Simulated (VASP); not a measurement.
A run of VASP 6.6.1:

File INCAR:

```
SYSTEM = Be2B3
ALGO = Fast
EDIFF = 1E-6
ENCUT = 520
GGA = PE
ISIF = 2
ISMEAR = 0
LASPH = .TRUE.
LCHARG = .TRUE.
LELF = .TRUE.
LREAL = .FALSE.
LVHAR = .TRUE.
LWAVE = .FALSE.
NBANDS = 14
NELM = 80
PREC = Accurate
SIGMA = 0.1
```

Contents of KPOINTS:

```
k-points
0
G
  12 12 8
  0 0 0
```

Contents of POSCAR:

```
Be2B3
1.0
    3.4083969403      0.0000000000      0.0000000000
   -1.7041984701      2.9517583365      0.0000000000
    0.0000000000      0.0000000000      4.5719217880
Be B
2 3
Direct
    0.0000000000      0.0000000000      0.2315007086
    0.0000000000      0.0000000000      0.7684992914
    0.5000000000      0.0000000000      0.5000000000
    0.0000000000      0.5000000000      0.5000000000
    0.5000000000      0.5000000000      0.5000000000
```

Potentials or basis: VASP PAW PBE potentials, release 64 (Be, B).

The run is started by

```bash
$ cat potpaw_PBE.64/Be/POTCAR potpaw_PBE.64/B/POTCAR > POTCAR
$ mpirun -np 1 vasp_std > vasp.out
```

Hardware: 1 thread of Intel(R) Xeon(R) Platinum 8488C (Sapphire Rapids) (shared host).

How long does it take, and how much memory?

It took 68 s on 1 thread of Intel(R) Xeon(R) Platinum 8488C (Sapphire Rapids), with other jobs on the host, peak memory 0.19 GiB. Counts: scf iterations 13, k points 95.
